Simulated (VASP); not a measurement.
Given:

```
CELL_PARAMETERS angstrom
     -1.59952     1.59952     3.90831
      1.59952    -1.59952     3.90831
      1.59952     1.59952    -3.90831
ATOMIC_POSITIONS crystal
  Si 0.66475 0.66475 0.00000
  Si 0.33525 0.33525 0.00000
  Mo 0.00000 0.00000 0.00000
```

Calculation: r2SCAN+rVV10, VASP's PBE PAW potentials (set 64) (plane waves; VASP 6.6.1). Run with 520 eV cut-off, 15×15×15 Γ-centred mesh, tetrahedra with Blöchl corrections, potentials Si Mo_sv.

### Question
Give the energies of bands 6 to 14 at the high-symmetry points, in eV from the Fermi level.

### Answer

```csv
band,Γ,X,P,N,M,S,R
6,-6.79,-7.13,-6.68,-10.04,-10.72,-9.47,-8.26
7,-3.47,-6.04,-6.68,-5.23,-3.66,-7.28,-5.92
8,-3.13,-5.36,-6.45,-4.83,-2.27,-2.90,-4.74
9,-2.81,-4.72,-2.89,-2.79,-0.61,-2.69,-3.97
10,-2.81,-3.26,-2.27,-2.67,-0.61,-2.41,-3.12
11,0.36,-1.40,-2.27,-0.55,-0.56,-0.45,-1.98
12,3.39,2.62,0.51,2.54,-0.56,1.74,2.03
13,3.49,3.04,2.62,3.27,0.51,3.20,2.26
14,3.68,3.44,4.26,4.48,5.16,3.82,2.90
```

It has no gap at this level: it comes out as a metal or semimetal.

The compound is MoSi2 in the MoSi2 type structure. It was relaxed first.
